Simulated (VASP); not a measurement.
These are PBEsol GGA, VASP's PBE PAW potentials (set 64) (plane waves; VASP) values and carry that method's errors.

Input for VASP

File POSCAR:
```
CoGe
1
    4.5794700000     0.0000000000     0.0000000000
    0.0000000000     4.5794700000     0.0000000000
    0.0000000000     0.0000000000     4.5794700000
Co Ge
4 4
Direct
  0.1368300000   0.1368300000   0.1368300000
  0.3631700000   0.8631700000   0.6368300000
  0.6368300000   0.3631700000   0.8631700000
  0.8631700000   0.6368300000   0.3631700000
  0.8398100000   0.8398100000   0.8398100000
  0.6601900000   0.1601900000   0.3398100000
  0.3398100000   0.6601900000   0.1601900000
  0.1601900000   0.3398100000   0.6601900000
```

INCAR:
```
SYSTEM = CoGe
PREC = Accurate; ENCUT = 300; LREAL = .False.
LASPH = .True.
EDIFF = 1E-6; NELM = 100; ALGO = Normal
LMAXMIX = 4
ISMEAR = 0; SIGMA = 0.1
GGA = PS
ISIF = 2
LWAVE = .False.; LCHARG = .False.
```

KPOINTS:
```
kpoints
0
Gamma
 5 5 5
0 0 0
```

POTCAR, in this order: Co Ge_d (PBE.64 set). Program: vasp_std.

What VASP printed:

**OSZICAR**
```
       N       E                     dE             d eps       ncg     rms          rms(c)
DAV:   1     0.803329570069E+03    0.80333E+03   -0.27175E+04  1410   0.324E+03
DAV:   2     0.102426881248E+03   -0.70090E+03   -0.67586E+03  1210   0.771E+02
DAV:   3    -0.487830548002E+02   -0.15121E+03   -0.14591E+03  1224   0.225E+02
DAV:   4    -0.578579975358E+02   -0.90749E+01   -0.89653E+01  1383   0.654E+01
DAV:   5    -0.580647320405E+02   -0.20673E+00   -0.20653E+00  1356   0.103E+01    0.226E+01
DAV:   6    -0.625212138706E+02   -0.44565E+01   -0.84998E+01  1567   0.729E+01    0.243E+01
DAV:   7    -0.531688703536E+02    0.93523E+01   -0.37958E+01  1295   0.565E+01    0.486E+00
DAV:   8    -0.532221952093E+02   -0.53325E-01   -0.33642E+00  1351   0.803E+00    0.224E+00
DAV:   9    -0.531572988045E+02    0.64896E-01   -0.25060E-01  1423   0.465E+00    0.465E-01
DAV:  10    -0.531557853768E+02    0.15134E-02   -0.24349E-02  1418   0.124E+00    0.213E-01
DAV:  11    -0.531553784311E+02    0.40695E-03   -0.19475E-03  1528   0.411E-01    0.900E-02
DAV:  12    -0.531554026423E+02   -0.24211E-04   -0.19843E-04  1464   0.136E-01    0.238E-02
DAV:  13    -0.531554008988E+02    0.17436E-05   -0.19119E-05  1672   0.457E-02    0.372E-03
DAV:  14    -0.531554009274E+02   -0.28671E-07   -0.21828E-06   884   0.127E-02
   1 F= -.53155401E+02 E0= -.53148850E+02  d E =-.131015E-01
```

File OUTCAR:
```
------------------------ aborting loop because EDIFF is reached ----------------------------------------
  FORCE on cell =-STRESS in cart. coord.  units (eV):
  Direction    XX          YY          ZZ          XY          YZ          ZX
  --------------------------------------------------------------------------------------
  Total       -1.4687603     -1.4687603     -1.4687603     -0.0000000     -0.0000000     -0.0000000
  in kB      -24.5028082    -24.5028082    -24.5028082     -0.0000000     -0.0000000     -0.0000000
  external PRESSURE =     -24.5028082 kB  Pullay stress =       0.0000000 kB
  volume of cell :       96.04
      direct lattice vectors                 reciprocal lattice vectors
     4.579470000  0.000000000  0.000000000     0.218365881  0.000000000  0.000000000
     0.000000000  4.579470000  0.000000000     0.000000000  0.218365881  0.000000000
     0.000000000  0.000000000  4.579470000     0.000000000  0.000000000  0.218365881
 POSITION                                       TOTAL-FORCE (eV/Angst)
 -----------------------------------------------------------------------------------
      0.62661      0.62661      0.62661         0.022438      0.022438      0.022438
      1.66313      3.95286      2.91634        -0.022438     -0.022438      0.022438
      2.91634      1.66313      3.95286         0.022438     -0.022438     -0.022438
      3.95286      2.91634      1.66313        -0.022438      0.022438     -0.022438
      3.84588      3.84588      3.84588        -0.002743     -0.002743     -0.002743
      3.02332      0.73359      1.55615         0.002743      0.002743     -0.002743
      1.55615      3.02332      0.73359        -0.002743      0.002743      0.002743
      0.73359      1.55615      3.02332         0.002743     -0.002743      0.002743
 -----------------------------------------------------------------------------------
    total drift:                                0.000003      0.000004     -0.000000
  FREE ENERGIE OF THE ION-ELECTRON SYSTEM (eV)
  ---------------------------------------------------
  free  energy   TOTEN  =       -53.1554009274 eV

  energy  without entropy=      -53.1422993966  energy(sigma->0) =      -53.14885016
```
(Selected blocks of OUTCAR.)

File OUTCAR:
```
 val. band max:       10.4448234447   @ k =   0.0000   0.0000   0.0000

 cond. band min:      10.5253624371   @ k =   0.4000   0.4000   0.4000


 Fermi energy:        10.5078566289

 k-point     1 :       0.0000    0.0000    0.0000
  band No.  band energies     occupation
      1     -14.2480      2.00000
      2     -14.2480      2.00000
      3     -14.2480      2.00000
      4     -14.2050      2.00000
      5     -14.2050      2.00000
      6     -14.2050      2.00000
      7     -14.1809      2.00000
      8     -14.1809      2.00000
      9     -14.1809      2.00000
     10     -14.1525      2.00000
     11     -14.1525      2.00000
     12     -14.1503      2.00000
     13     -14.1224      2.00000
     14     -14.1224      2.00000
     15     -14.1224      2.00000
     16     -14.1075      2.00000
     17     -14.1075      2.00000
     18     -14.0906      2.00000
     19     -14.0906      2.00000
     20     -14.0906      2.00000
     21      -3.4207      2.00000
     22       1.8110      2.00000
     23       1.8110      2.00000
     24       1.8110      2.00000
     25       5.2470      2.00000
     26       5.2470      2.00000
     27       5.2470      2.00000
     28       7.0483      2.00000
     29       7.0483      2.00000
     30       7.0483      2.00000
     31       7.4767      2.00000
     32       7.7214      2.00000
     33       7.7214      2.00000
     34       8.0011      2.00000
     35       8.0011      2.00000
     36       8.0011      2.00000
     37       8.5202      2.00000
     38       8.5202      2.00000
     39       8.5202      2.00000
     40       9.7504      2.00000
     41       9.7504      2.00000
     42       9.7504      2.00000
     43       9.8225      2.00000
     44       9.8225      2.00000
     45      10.4448      1.62730
     46      10.4448      1.62730
     47      10.4448      1.62730
     48      12.3871      0.00000
     49      12.3871      0.00000
     50      12.3871      0.00000
     51      13.3511      0.00000
...
```

At this cut-off the stress carries a Pulay error, which pulls relaxed volumes low.

The structure comes from a computed database's CoGe entry; how it stands against other phases isn't given here. The cell was not relaxed at this level. The run is not spin-polarised, so no magnetic state was tried.
